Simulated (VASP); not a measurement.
The system is B3Pd.

```
CELL_PARAMETERS angstrom
0.00000 2.64808 2.64808
2.64808 0.00000 2.64808
2.64808 2.64808 0.00000
ATOMIC_POSITIONS crystal
B 0.00000 0.00000 0.00000
B 0.25000 0.25000 0.25000
B 0.75000 0.75000 0.75000
Pd 0.50000 0.50000 0.50000
```

The cell was built by a generator and needn't be a form met in nature.

The cell isn't the ideal one: random cell by space group and Wyckoff sites (Fm-3m, No. 225).

```yaml
Program: VASP 6.6.1
Task: relaxation of cell and atoms
Functional: PBE
Potentials_or_basis: VASP PAW PBE potentials, release 64 (B, Pd)
Cutoff: 600 eV
k_mesh: 6 × 6 × 6
Occupations: gaussian, width 0.1 eV
Spin: no spin polarisation
```

At the start: pressure -5.0 GPa; volume 9.28 Å³/atom.

Task: How do energy, volume and symmetry change on relaxing?

Result: Over 3 steps the energy falls by 4.3 meV/atom and the volume is 9.01 Å³/atom (-2.9 %); space group Fm-3m (No. 225, to 0.05 Å).

Step by step:
```tsv
step	energy change (eV)	largest force (eV/Å)	pressure (GPa)	volume (Å³)
1	0.0000	0.0000	-5.04	37.14
2	-0.0140	0.0000	2.36	35.59
3	-0.0173	0.0000	-0.03	36.06
```

Final structure:
```
B Pd
1.0
     0.00000    2.62208    2.62208
     2.62208    0.00000    2.62208
     2.62208    2.62208    0.00000
B Pd
3 1
Direct
  0.00000 0.00000 0.00000
  0.25000 0.25000 0.25000
  0.75000 0.75000 0.75000
  0.50000 0.50000 0.50000
```
